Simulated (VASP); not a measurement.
Computed with PBE GGA, VASP's PBE PAW potentials (set 64) (plane waves; VASP 6.6.1).

VASP ran on this input.

INCAR:
```
! general
SYSTEM  =SrCl2
PREC    =Accurate
ENCUT   =400   ! plane-wave cut-off (eV)
LREAL   =.FALSE.   ! projection in real space or not
LASPH   =.TRUE.   ! aspherical one-centre terms
KSPACING=0.25
KGAMMA  =.TRUE.

! electronic loop
EDIFF   =1E-6   ! SCF stop (eV)
NELM    =100
ALGO    =Normal
LMAXMIX =4

! smearing
ISMEAR  =0
SIGMA   =0.05

! functional
GGA     =PE   ! PBE

! ions
ISIF    =2   ! forces and stress, cell fixed

! output
LWAVE   =.FALSE.
LCHARG  =.FALSE.
```

**POSCAR**
```
SrCl2
1
    0.0000000000     3.4900000000     3.4900000000
    3.4900000000     0.0000000000     3.4900000000
    3.4900000000     3.4900000000     0.0000000000
Sr Cl
1 2
Direct
  0.0000000000   0.0000000000   0.0000000000
  0.2500000000   0.2500000000   0.2500000000
  0.7500000000   0.7500000000   0.7500000000
```

POTCAR, in this order: Sr_sv Cl (PBE.64 set). Program: vasp_std.

The resulting files:

File OUTCAR:
```
 ion  position               nearest neighbor table
   1  0.000  0.000  0.000-   3 3.02   3 3.02   3 3.02   2 3.02   3 3.02   2 3.02   2 3.02   2 3.02
  LATTYP: Found a face centered cubic cell.
 ALAT       =     6.9800000000
 Subroutine PRICEL returns:
 Original cell was already a primitive cell.
 Subroutine GETGRP returns: Found 48 space group operations
The static configuration has the point symmetry O_h .
The dynamic configuration has the point symmetry O_h .
 Subroutine INISYM returns: Found 48 space group operations
 Subroutine IBZKPT returns following result:
 Found     20 irreducible k-points:

 Following reciprocal coordinates:
            Coordinates               Weight
  0.000000  0.000000  0.000000      1.000000
  0.142857  0.000000  0.000000      8.000000
  0.285714  0.000000  0.000000      8.000000
  0.428571  0.000000  0.000000      8.000000
  0.142857  0.142857  0.000000      6.000000
  0.285714  0.142857  0.000000     24.000000
  0.428571  0.142857  0.000000     24.000000
 -0.428571  0.142857  0.000000     24.000000
 -0.285714  0.142857  0.000000     24.000000
 -0.142857  0.142857  0.000000     12.000000
  0.285714  0.285714  0.000000      6.000000
  0.428571  0.285714  0.000000     24.000000
 -0.428571  0.285714  0.000000     24.000000
 -0.285714  0.285714  0.000000     12.000000
  0.428571  0.428571  0.000000      6.000000
 -0.428571  0.428571  0.000000     12.000000
  0.428571  0.285714  0.142857     24.000000
 -0.428571  0.285714  0.142857     48.000000
 -0.428571  0.428571  0.142857     24.000000
 -0.285714  0.428571  0.142857     24.000000
   k-points           NKPTS =     20   k-points in BZ     NKDIM =     20   number of bands    NBANDS=     16
   number of dos      NEDOS =    301   number of ions     NIONS =      3
   total plane-waves  NPLWV =  32768
   dimension x,y,z NGX =    32 NGY =   32 NGZ =   32
   dimension x,y,z NGXF=    64 NGYF=   64 NGZF=   64
...
```

File OSZICAR:
```
       N       E                     dE             d eps       ncg     rms          rms(c)
DAV:   1     0.132172761089E+03    0.13217E+03   -0.10265E+04   640   0.110E+03
DAV:   2    -0.526013298646E+01   -0.13743E+03   -0.13386E+03   832   0.233E+02
DAV:   3    -0.128372327797E+02   -0.75771E+01   -0.75689E+01   936   0.581E+01
DAV:   4    -0.130571153393E+02   -0.21988E+00   -0.21984E+00  1096   0.789E+00
DAV:   5    -0.130595794518E+02   -0.24641E-02   -0.24641E-02   920   0.708E-01    0.130E+01
DAV:   6    -0.127633381470E+02    0.29624E+00   -0.78187E-01   856   0.508E+00    0.850E+00
DAV:   7    -0.127733912550E+02   -0.10053E-01   -0.45446E-01   968   0.417E+00    0.204E+00
DAV:   8    -0.127777861817E+02   -0.43949E-02   -0.64329E-02   816   0.148E+00    0.323E-01
DAV:   9    -0.127792504878E+02   -0.14643E-02   -0.26094E-03   936   0.315E-01    0.120E-01
DAV:  10    -0.127805637979E+02   -0.13133E-02   -0.11331E-03   736   0.219E-01    0.317E-02
DAV:  11    -0.127806463307E+02   -0.82533E-04   -0.10291E-04   984   0.584E-02    0.388E-02
DAV:  12    -0.127806565095E+02   -0.10179E-04   -0.14472E-05   848   0.216E-02    0.125E-02
DAV:  13    -0.127806596838E+02   -0.31744E-05   -0.78568E-06   824   0.154E-02    0.334E-03
DAV:  14    -0.127806595839E+02    0.99941E-07   -0.33436E-07   688   0.409E-03
   1 F= -.12780660E+02 E0= -.12780660E+02  d E =-.369143E-15
```

OUTCAR:
```
------------------------ aborting loop because EDIFF is reached ----------------------------------------
  FORCE on cell =-STRESS in cart. coord.  units (eV):
  Direction    XX          YY          ZZ          XY          YZ          ZX
  --------------------------------------------------------------------------------------
  Total        0.5304770      0.5304770      0.5304770     -0.0000000     -0.0000000      0.0000000
  in kB        9.9970277      9.9970277      9.9970277     -0.0000000     -0.0000000      0.0000000
  external PRESSURE =       9.9970277 kB  Pullay stress =       0.0000000 kB
  volume of cell :       85.02
      direct lattice vectors                 reciprocal lattice vectors
     0.000000000  3.490000000  3.490000000    -0.143266476  0.143266476  0.143266476
     3.490000000  0.000000000  3.490000000     0.143266476 -0.143266476  0.143266476
     3.490000000  3.490000000  0.000000000     0.143266476  0.143266476 -0.143266476
 POSITION                                       TOTAL-FORCE (eV/Angst)
 -----------------------------------------------------------------------------------
      0.00000      0.00000      0.00000        -0.000000     -0.000000      0.000000
      1.74500      1.74500      1.74500        -0.000000     -0.000000      0.000000
      5.23500      5.23500      5.23500         0.000000      0.000000     -0.000000
 -----------------------------------------------------------------------------------
    total drift:                                0.000000     -0.000000      0.000000
  FREE ENERGIE OF THE ION-ELECTRON SYSTEM (eV)
  ---------------------------------------------------
  free  energy   TOTEN  =       -12.7806595839 eV

  energy  without entropy=      -12.7806595839  energy(sigma->0) =      -12.78065958
```
(Selected blocks of OUTCAR.)

The compound is SrCl2 in the fluorite structure. The cell was not relaxed at this level. The run is one of a series of settings (KGAMMA = .TRUE., KSPACING = 0.25, KPOINTS file removed against the base run), some of them coarse on purpose.
